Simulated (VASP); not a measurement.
## MnHg: single point with PBE

MnHg:

```
Mn Hg
1.0
     3.28800    0.00000    0.00000
     0.00000    3.28800    0.00000
     0.00000    0.00000    3.31300
Mn Hg
1 1
Direct
  0.50000 0.50000 0.50000
  0.00000 0.00000 0.00000
```

* Program: VASP 6.6.1
* Task: single point
* Functional: PBE
* Potentials or basis: VASP PAW PBE potentials, release 64 (Mn_pv, Hg)
* Cutoff: 520 eV
* k mesh: 6 × 6 × 6
* Occupations: gaussian, width 0.1 eV
* Spin: collinear spin, typed start
* Starting moments: [4.0, 0.0] μB
* Dipole correction: no
* Further INCAR settings: ALGO = Fast; EDIFF = 1e-06; NBANDS = 24

| Property | Result |
| --- | --- |
| Pressure | 2.3 GPa |
| Band gap on the k mesh | none (metal or under the smearing width) |
| Net moment | 3.88 μB per cell |
| Site moments | Mn +3.79; Hg -0.05 μB |
| Valence electrons inside the program's atomic spheres | Mn 11.42; Hg 10.60 |

Stress tensor (GPa, compression positive):
```
2.44 0.00 0.00
0.00 2.44 0.00
0.00 0.00 2.10
```

Levels at points of the mesh, in eV from the Fermi level:
Spin up:
| k point | band 12 | band 13 | band 14 | band 15 | band 16 | band 17 | band 18 | band 19 |
| --- | --- | --- | --- | --- | --- | --- | --- | --- |
| (0.00, 0.00, 0.00) | -2.10 | -2.10 | -2.09 | 4.74 | 4.96 | 4.96 | 8.75 | 11.20 |
| (0.50, 0.00, 0.00) | -2.84 | -2.81 | -2.32 | -1.56 | 10.02 | 10.22 | 10.66 | 11.17 |
| (0.50, 0.50, 0.00) | -2.12 | -2.01 | -1.73 | -1.73 | 0.69 | 2.99 | 11.73 | 11.73 |
| (0.00, 0.00, 0.50) | -2.81 | -2.81 | -2.31 | -1.62 | 10.15 | 10.15 | 10.76 | 11.30 |
| (0.50, 0.00, 0.50) | -2.11 | -2.03 | -1.78 | -1.76 | 0.64 | 2.92 | 11.87 | 11.88 |
| (0.50, 0.50, 0.50) | -2.02 | -1.99 | 0.46 | 4.11 | 4.11 | 4.17 | 4.56 | 4.85 |
Spin down:
```
           k point  band 8  band 9  band 10  band 11  band 12  band 13  band 14  band 15
(0.00, 0.00, 0.00)   -7.16   -7.15     0.22     0.24     1.45     1.45     1.46     5.11
(0.50, 0.00, 0.00)   -7.06   -5.03    -4.57    -0.14     0.34     0.39     1.25     1.99
(0.50, 0.50, 0.00)   -6.58   -3.52    -1.49    -1.49     0.44     1.27     1.27     1.82
(0.00, 0.00, 0.50)   -7.05   -5.12    -4.60    -0.16     0.38     0.38     1.27     1.94
(0.50, 0.00, 0.50)   -6.60   -3.59    -1.54    -1.52     0.39     1.28     1.29     1.81
(0.50, 0.50, 0.50)   -6.55   -1.67    -1.67    -1.67     0.34     1.84     1.85     5.57
```

It took 41 s on 1 thread of Intel(R) Xeon(R) Platinum 8259CL CPU @ 2.50GHz (Skylake/Cascade Lake), on a shared host, peak memory 0.19 GiB.

Spin-orbit coupling is left out, which matters for the levels of Hg.
